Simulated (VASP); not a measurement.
Input:

```xyz
3
Lattice="0.0000 3.0362 3.0362 3.0362 0.0000 3.0362 3.0362 3.0362 0.0000" Properties=species:S:1:pos:R:3 pbc="T T T"
Pb     0.0000     0.0000     0.0000
F      1.5181     1.5181     1.5181
F      4.5543     4.5543     4.5543
```

The numbers are results of vdW-DF2, VASP's PBE PAW potentials (set 64) (plane waves; VASP), not measurements. Settings: 520 eV cut-off, Gaussian smearing of 0.050 eV, potentials Pb_d F.

Unless said otherwise, spin-orbit coupling is left out, though it shifts the bands of the heavy elements here.

Q: Give the energies of bands 8 to 17 at the high-symmetry points, in eV from the valence-band maximum.

A: 
| band | Γ | X | U | L | W |
|---|---|---|---|---|---|
| 8 | -4.59 | -5.95 | -5.89 | -5.55 | -5.91 |
| 9 | -2.02 | -2.96 | -2.93 | -2.51 | -3.13 |
| 10 | -2.02 | -2.96 | -2.75 | -2.17 | -2.19 |
| 11 | -2.02 | -1.19 | -1.64 | -2.17 | -2.19 |
| 12 | -1.56 | -1.19 | -1.33 | -1.73 | -1.23 |
| 13 | -1.56 | -1.18 | -1.19 | -1.73 | -1.14 |
| 14 | -1.56 | -0.16 | -0.04 | 0.00 | -0.01 |
| 15 | 6.65 | 4.42 | 5.25 | 4.91 | 5.93 |
| 16 | 6.65 | 7.60 | 6.46 | 7.43 | 5.93 |
| 17 | 6.65 | 7.60 | 7.60 | 7.43 | 7.20 |

The gap is indirect, 4.43 eV, from the valence maximum at L to the conduction minimum at X.

The compound is PbF2 in the fluorite structure, the β form. It was relaxed first, which changed the volume by +7 %.
